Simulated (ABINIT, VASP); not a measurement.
VASP ran on this input.

**KPOINTS**
```
Automatic mesh
0
Gamma
3 3 1
0 0 0
```

POSCAR:
```
LaP
1
    4.2896630000     0.0000000000     0.0000000000
   -4.2896630000     4.2896630000     0.0000000000
    0.0000000000     0.0000000000    13.0332000000
La P
2 2
Direct
  0.0000000000   0.0000000000   0.6163640000
  1.0000000000   0.5000000000   0.3836360000
  0.0000000000   0.0000000000   0.3836360000
  1.0000000000   0.5000000000   0.6163640000
```

### INCAR
```
ALGO = Normal
EDIFF = 1E-6
ENCUT = 300
GGA = PE
ISIF = 2
ISMEAR = 0
LASPH = .TRUE.
LCHARG = .FALSE.
LMAXMIX = 6
LREAL = .FALSE.
LWAVE = .FALSE.
NELM = 100
PREC = Accurate
SIGMA = 0.1
SYSTEM = LaP
```

POTCAR, in this order: La P (PBE.64 set). Program: vasp_std.

Problem. Write an input for ABINIT that does the same calculation.

Solution. One input that does it (PBE, PAW (JTH v2.0 PBE PAW)):
```
# LaP, JTH v2.0 PBE PAW
pp_dirpath "./"
pseudos "La.GGA_PBE-JTH.xml, P.GGA_PBE-JTH.xml"
acell 8.1062882369 11.4640227652 24.6291785275
rprim
         1.0000000000   -0.0000000000    0.0000000000
        -0.7071067812    0.7071067812    0.0000000000
         0.0000000000    0.0000000000    1.0000000000
natom 4
ntypat 2
znucl 57 15
typat 1 1 2 2
xred
         0.0000000000    0.0000000000    0.6163640000
         1.0000000000    0.5000000000    0.3836360000
         0.0000000000    0.0000000000    0.3836360000
         1.0000000000    0.5000000000    0.6163640000
ecut 26 Ha
pawecutdg 52 Ha
pawxcdev 0
occopt 7
tsmear 0.00367493
nband 22
kptopt 1
ngkpt 3 3 1
nshiftk 1
shiftk 0 0 0
nstep 80
toldfe 1.0e-09
diemac 10
prtwf 0
prtden 0
enunit 2
```
Both inputs were run and reached self-consistency, which says nothing on mesh or cut-off. Potentials, basis and cut-offs are each code's own, so they don't translate, and total energies aren't comparable.

The cell is a sheet with vacuum, built from a database entry that may be metastable or hypothetical.
